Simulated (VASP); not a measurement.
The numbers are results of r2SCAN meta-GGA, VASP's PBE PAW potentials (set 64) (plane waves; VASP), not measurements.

VASP input:

### INCAR
```
SYSTEM = PbSe
PREC = Accurate
ENCUT = 520
EDIFF = 1E-6
NELM = 100
ALGO = Normal
LREAL = .FALSE.
LASPH = .TRUE.
ISMEAR = 0
SIGMA = 0.05
METAGGA = R2SCAN
LMIXTAU = .TRUE.
LMAXMIX = 4
LWAVE = .FALSE.
LCHARG = .FALSE.
IBRION = 2
ISIF = 3
NSW = 60
EDIFFG = -0.01
```

File POSCAR:
```
PbSe
1
    0.0000000000     3.0884846295     3.0884846295
    3.0884846295     0.0000000000     3.0884846295
    3.0884846295     3.0884846295     0.0000000000
Pb Se
1 1
Direct
  0.0000000000   0.0000000000   0.0000000000
  0.5000000000   0.5000000000   0.5000000000
```

### KPOINTS
```
Automatic mesh
0
Gamma
7 7 7
0 0 0
```

POTCAR, in this order: Pb_d Se (PBE.64 set). Program: vasp_std.

What VASP printed:

### OSZICAR
```
       N       E                     dE             d eps       ncg     rms          rms(c)
DAV:   1     0.941710091071E+02    0.94171E+02   -0.98023E+03   566   0.147E+03
DAV:   2    -0.645704194494E+02   -0.15874E+03   -0.15348E+03   602   0.353E+02
DAV:   3    -0.764268384836E+02   -0.11856E+02   -0.11473E+02   758   0.102E+02
DAV:   4    -0.766897069344E+02   -0.26287E+00   -0.26279E+00   646   0.186E+01
DAV:   5    -0.766983236153E+02   -0.86167E-02   -0.86166E-02   766   0.314E+00    0.295E+00
DAV:   6    -0.717127838772E+02    0.49855E+01   -0.26359E+00   668   0.313E+01    0.222E+00
DAV:   7    -0.718325772390E+02   -0.11979E+00   -0.85761E-01   560   0.113E+01    0.122E+00
DAV:   8    -0.718389871860E+02   -0.64099E-02   -0.81884E-01   560   0.637E+00    0.620E-01
DAV:   9    -0.719173564818E+02   -0.78369E-01   -0.11388E-01   560   0.287E+00    0.423E-01
DAV:  10    -0.719141880502E+02    0.31684E-02   -0.48577E-02   600   0.190E+00    0.110E-01
DAV:  11    -0.719333303485E+02   -0.19142E-01   -0.56744E-02   560   0.221E+00    0.998E-02
DAV:  12    -0.719365929982E+02   -0.32626E-02   -0.12916E-03   638   0.341E-01    0.697E-02
DAV:  13    -0.719375120479E+02   -0.91905E-03   -0.43118E-04   644   0.270E-01    0.283E-02
DAV:  14    -0.719400535780E+02   -0.25415E-02   -0.27368E-03   560   0.510E-01    0.168E-02
DAV:  15    -0.719400316632E+02    0.21915E-04   -0.50111E-05   662   0.873E-02    0.116E-02
DAV:  16    -0.719400642594E+02   -0.32596E-04   -0.43705E-05   578   0.940E-02    0.853E-03
DAV:  17    -0.719400641353E+02    0.12409E-06   -0.10879E-05   650   0.268E-02    0.174E-03
DAV:  18    -0.719400644523E+02   -0.31699E-06   -0.25590E-06   560   0.153E-02
   1 F= -.71940064E+02 E0= -.71940064E+02  d E =-.719401E+02
```

OUTCAR:
```
------------------------ aborting loop because EDIFF is reached ----------------------------------------
  FORCE on cell =-STRESS in cart. coord.  units (eV):
  Direction    XX          YY          ZZ          XY          YZ          ZX
  --------------------------------------------------------------------------------------
  Total        0.0028145      0.0028145      0.0028145      0.0000000      0.0000000     -0.0000000
  in kB        0.0765337      0.0765337      0.0765337      0.0000000      0.0000000     -0.0000000
  external PRESSURE =       0.0765337 kB  Pullay stress =       0.0000000 kB
  volume of cell :       58.92
      direct lattice vectors                 reciprocal lattice vectors
     0.000000000  3.088484629  3.088484629    -0.161891691  0.161891691  0.161891691
     3.088484629  0.000000000  3.088484629     0.161891691 -0.161891691  0.161891691
     3.088484629  3.088484629  0.000000000     0.161891691  0.161891691 -0.161891691
  FREE ENERGIE OF THE ION-ELECTRON SYSTEM (eV)
  ---------------------------------------------------
  free  energy   TOTEN  =       -71.9400644523 eV

  energy  without entropy=      -71.9400644523  energy(sigma->0) =      -71.94006445

 reached required accuracy - stopping structural energy minimisation
```
(Selected blocks of OUTCAR.)

The compound is PbSe in the rock salt structure. It was relaxed first. The start is the result of an earlier pass.
